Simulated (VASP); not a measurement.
Consider the following.

```yaml
crystal:
  lattice:
    - [0.00000, 2.42266, 2.42266]
    - [2.42266, 0.00000, 2.42266]
    - [2.42266, 2.42266, 0.00000]
  atoms:
    - { symbol: Sn, position: [0.00000, 0.00000, 0.00000] }
    - { symbol: C, position: [0.25000, 0.25000, 0.25000] }
```

Method: PBEsol GGA, VASP's PBE PAW potentials (set 64) (plane waves; VASP). Numerical set-up: 620 eV cut-off, 9×9×9 Γ-centred mesh, Gaussian smearing of 0.050 eV, potentials Sn_d C.

Task: Predict the energy per atom (σ→0), pressure.

Result: 
The energy per atom (σ→0) comes out as -6.079 eV/atom and the pressure is 19.97 GPa.

The absolute energy has meaning only against runs of the same code, potentials and settings.

The structure was generated: SnC was put into the zinc blende type (F-43m), which need not be its known phase. It was relaxed first under an external pressure of 20 GPa.
